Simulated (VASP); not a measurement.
OSZICAR of a VASP run on WSe₂ (2H layered):

**OSZICAR**
```
       N       E                     dE             d eps       ncg     rms          rms(c)
DAV:   1     0.497339527587E+03    0.49734E+03   -0.28028E+04  1392   0.162E+03
DAV:   2    -0.182262749118E+02   -0.51557E+03   -0.50514E+03  1477   0.431E+02
DAV:   3    -0.494805201245E+02   -0.31254E+02   -0.31034E+02  1528   0.950E+01
DAV:   4    -0.501979833168E+02   -0.71746E+00   -0.71501E+00  1545   0.145E+01
DAV:   5    -0.502133080429E+02   -0.15325E-01   -0.15318E-01  1532   0.199E+00    0.332E+01
DAV:   6    -0.487597834259E+02    0.14535E+01   -0.80424E+00  1463   0.163E+01    0.126E+01
DAV:   7    -0.485481068809E+02    0.21168E+00   -0.40078E+00  1464   0.835E+00    0.565E+00
DAV:   8    -0.483761097266E+02    0.17200E+00   -0.75665E-01  1573   0.474E+00    0.130E+00
DAV:   9    -0.483770747332E+02   -0.96501E-03   -0.62060E-02  1564   0.121E+00    0.746E-01
DAV:  10    -0.483750402578E+02    0.20345E-02   -0.16755E-02  1593   0.835E-01    0.147E-01
DAV:  11    -0.483750015813E+02    0.38676E-04   -0.16919E-03  1534   0.244E-01    0.136E-01
DAV:  12    -0.483749644328E+02    0.37149E-04   -0.85050E-05  1582   0.554E-02    0.787E-02
DAV:  13    -0.483749536133E+02    0.10819E-04   -0.90464E-05  1519   0.526E-02    0.527E-03
DAV:  14    -0.483749537782E+02   -0.16492E-06   -0.26094E-06  1253   0.100E-02
   1 F= -.41562283E+02 E0= -.41562283E+02  d E =-.415623E+02
       N       E                     dE             d eps       ncg     rms          rms(c)
DAV:   1    -0.501031310456E+02   -0.17282E+01   -0.61826E+01  1331   0.682E+01    0.202E+01
DAV:   2    -0.481199720483E+02    0.19832E+01   -0.91793E+00  1373   0.217E+01    0.498E+00
DAV:   3    -0.477116449489E+02    0.40833E+00   -0.14012E+00  1451   0.578E+00    0.179E+00
DAV:   4    -0.476499779720E+02    0.61667E-01   -0.24244E-01  1423   0.318E+00    0.180E+00
DAV:   5    -0.476402254709E+02    0.97525E-02   -0.32391E-02  1521   0.123E+00    0.896E-01
DAV:   6    -0.476370169833E+02    0.32085E-02   -0.13560E-02  1626   0.615E-01    0.206E-01
DAV:   7    -0.476369239136E+02    0.93070E-04   -0.18561E-03  1418   0.274E-01    0.698E-02
DAV:   8    -0.476369186037E+02    0.53100E-05   -0.64968E-05  1465   0.528E-02    0.589E-02
DAV:   9    -0.476369142962E+02    0.43075E-05   -0.19109E-05  1432   0.321E-02    0.122E-02
DAV:  10    -0.476369141081E+02    0.18813E-06   -0.13161E-06   931   0.607E-03
   2 F= -.41370342E+02 E0= -.41370342E+02  d E =0.191941E+00
       N       E                     dE             d eps       ncg     rms          rms(c)
DAV:   1    -0.495198390810E+02   -0.18829E+01   -0.31555E+01  1339   0.510E+01    0.132E+01
DAV:   2    -0.485402213527E+02    0.97962E+00   -0.66688E+00  1428   0.169E+01    0.358E+00
DAV:   3    -0.483039625275E+02    0.23626E+00   -0.15034E+00  1419   0.501E+00    0.151E+00
DAV:   4    -0.482537474889E+02    0.50215E-01   -0.20534E-01  1429   0.297E+00    0.930E-01
DAV:   5    -0.482515650968E+02    0.21824E-02   -0.27897E-02  1549   0.985E-01    0.849E-01
DAV:   6    -0.482495281737E+02    0.20369E-02   -0.10727E-02  1481   0.529E-01    0.286E-01
DAV:   7    -0.482492465187E+02    0.28165E-03   -0.16819E-03  1373   0.299E-01    0.109E-01
DAV:   8    -0.482492520350E+02   -0.55163E-05   -0.14087E-04  1550   0.653E-02    0.398E-02
DAV:   9    -0.482492453817E+02    0.66533E-05   -0.34381E-05  1295   0.277E-02    0.123E-02
DAV:  10    -0.482492455486E+02   -0.16695E-06   -0.55892E-06  1401   0.111E-02
   3 F= -.41606718E+02 E0= -.41606718E+02  d E =-.444353E-01
       N       E                     dE             d eps       ncg     rms          rms(c)
DAV:   1    -0.482461267761E+02    0.31186E-02   -0.22164E+00  1361   0.102E+01    0.156E+00
DAV:   2    -0.482141256121E+02    0.32001E-01   -0.16958E-01  1385   0.289E+00    0.548E-01
DAV:   3    -0.482066669973E+02    0.74586E-02   -0.18827E-02  1504   0.716E-01    0.398E-01
DAV:   4    -0.482054661713E+02    0.12008E-02   -0.36257E-03  1338   0.370E-01    0.358E-01
DAV:   5    -0.482051107329E+02    0.35544E-03   -0.94270E-04  1439   0.186E-01    0.653E-02
DAV:   6    -0.482050398034E+02    0.70930E-04   -0.35317E-04  1582   0.923E-02    0.241E-02
DAV:   7    -0.482050382147E+02    0.15886E-05   -0.45300E-05  1495   0.384E-02    0.109E-02
DAV:   8    -0.482050381643E+02    0.50449E-07   -0.20285E-06   959   0.806E-03
   4 F= -.41629383E+02 E0= -.41629383E+02  d E =-.226654E-01
       N       E                     dE             d eps       ncg     rms          rms(c)
DAV:   1    -0.481863574459E+02    0.18681E-01   -0.40801E-01  1368   0.437E+00    0.671E-01
DAV:   2    -0.481804542738E+02    0.59032E-02   -0.31582E-02  1385   0.125E+00    0.240E-01
DAV:   3    -0.481790687254E+02    0.13855E-02   -0.35936E-03  1504   0.310E-01    0.169E-01
DAV:   4    -0.481788371717E+02    0.23155E-03   -0.70916E-04  1338   0.165E-01    0.153E-01
DAV:   5    -0.481787746245E+02    0.62547E-04   -0.16762E-04  1453   0.781E-02    0.298E-02
DAV:   6    -0.481787604607E+02    0.14164E-04   -0.70382E-05  1548   0.409E-02    0.107E-02
DAV:   7    -0.481787601354E+02    0.32532E-06   -0.89487E-06  1320   0.170E-02
   5 F= -.41631631E+02 E0= -.41631631E+02  d E =-.249133E-01
       N       E                     dE             d eps       ncg     rms          rms(c)
DAV:   1    -0.481900236365E+02   -0.11263E-01   -0.17551E+00  1248   0.880E+00    0.116E+00
DAV:   2    -0.481608532778E+02    0.29170E-01   -0.25771E-01  1495   0.306E+00    0.636E-01
DAV:   3    -0.481548089595E+02    0.60443E-02   -0.19413E-02  1437   0.701E-01    0.281E-01
DAV:   4    -0.481527127258E+02    0.20962E-02   -0.68049E-03  1387   0.441E-01    0.111E-01
DAV:   5    -0.481526977569E+02    0.14969E-04   -0.38043E-04  1497   0.115E-01    0.818E-02
DAV:   6    -0.481526988170E+02   -0.10600E-05   -0.56592E-05  1445   0.382E-02    0.247E-02
DAV:   7    -0.481526873290E+02    0.11488E-04   -0.42941E-05  1459   0.300E-02    0.407E-03
DAV:   8    -0.481526871330E+02    0.19602E-06   -0.14661E-06   909   0.662E-03
   6 F= -.41640689E+02 E0= -.41640689E+02  d E =-.905788E-02
       N       E                     dE             d eps       ncg     rms          rms(c)
DAV:   1    -0.481461288770E+02    0.65585E-02   -0.56798E-01  1248   0.503E+00    0.665E-01
DAV:   2    -0.481367273678E+02    0.94015E-02   -0.83956E-02  1509   0.175E+00    0.363E-01
DAV:   3    -0.481347523583E+02    0.19750E-02   -0.63558E-03  1437   0.401E-01    0.161E-01
DAV:   4    -0.481340717627E+02    0.68060E-03   -0.22318E-03  1388   0.252E-01    0.632E-02
DAV:   5    -0.481340671964E+02    0.45662E-05   -0.12439E-04  1513   0.658E-02    0.473E-02
DAV:   6    -0.481340677154E+02   -0.51894E-06   -0.19217E-05  1319   0.223E-02    0.145E-02
DAV:   7    -0.481340636517E+02    0.40637E-05   -0.14472E-05  1306   0.176E-02    0.237E-03
DAV:   8    -0.481340635960E+02    0.55712E-07   -0.56416E-07   725   0.477E-03
   7 F= -.41642121E+02 E0= -.41642121E+02  d E =-.104896E-01
       N       E                     dE             d eps       ncg     rms          rms(c)
DAV:   1    -0.481949678960E+02   -0.60904E-01   -0.54708E-01  1282   0.625E+00    0.174E+00
DAV:   2    -0.481817683602E+02    0.13200E-01   -0.58873E-02  1400   0.176E+00    0.413E-01
DAV:   3    -0.481785769985E+02    0.31914E-02   -0.14647E-02  1507   0.562E-01    0.178E-01
DAV:   4    -0.481779745289E+02    0.60247E-03   -0.27252E-03  1485   0.320E-01    0.108E-01
DAV:   5    -0.481779180186E+02    0.56510E-04   -0.30533E-04  1477   0.112E-01    0.997E-02
DAV:   6    -0.481779020137E+02    0.16005E-04   -0.87311E-05  1528   0.514E-02    0.230E-02
DAV:   7    -0.481778987729E+02    0.32407E-05   -0.22613E-05  1359   0.351E-02    0.118E-02
DAV:   8    -0.481778986679E+02    0.10501E-06   -0.11613E-06   858   0.758E-03
   8 F= -.41639849E+02 E0= -.41639849E+02  d E =0.227184E-02
       N       E                     dE             d eps       ncg     rms          rms(c)
DAV:   1    -0.481560857480E+02    0.21813E-01   -0.28542E-01  1289   0.450E+00    0.127E+00
DAV:   2    -0.481491790303E+02    0.69067E-02   -0.30203E-02  1378   0.126E+00    0.297E-01
DAV:   3    -0.481475085363E+02    0.16705E-02   -0.72111E-03  1506   0.400E-01    0.126E-01
DAV:   4    -0.481472144513E+02    0.29408E-03   -0.13186E-03  1470   0.224E-01    0.812E-02
DAV:   5    -0.481471826418E+02    0.31810E-04   -0.15867E-04  1499   0.809E-02    0.725E-02
DAV:   6    -0.481471741600E+02    0.84818E-05   -0.46974E-05  1521   0.372E-02    0.156E-02
DAV:   7    -0.481471727547E+02    0.14053E-05   -0.11121E-05  1383   0.246E-02    0.779E-03
DAV:   8    -0.481471726926E+02    0.62022E-07   -0.56220E-07   697   0.533E-03
   9 F= -.41642507E+02 E0= -.41642507E+02  d E =-.385888E-03
```

Question: Which electronic solver shows in the log?

Answer: It is blocked Davidson (ALGO = Normal, or the opening steps of other solvers). The INCAR had ALGO = Normal.

Question: Can the final energy be trusted as converged?

Answer: The calculation finished and met its thresholds. It stopped with EDIFF = 1E-6, NELM = 100, NSW = 40 and EDIFFG = -0.02 after 9 ionic steps (LDA (Ceperley-Alder, Perdew-Zunger), plane waves, VASP's LDA PAW potentials (set 64)). Energy and stress use the plane-wave basis of the starting cell.

The compound is WSe2 in the 2H layered structure. This run relaxes it under an external pressure of 10 GPa. Symmetry was kept, so distortions that lower it aren't found.
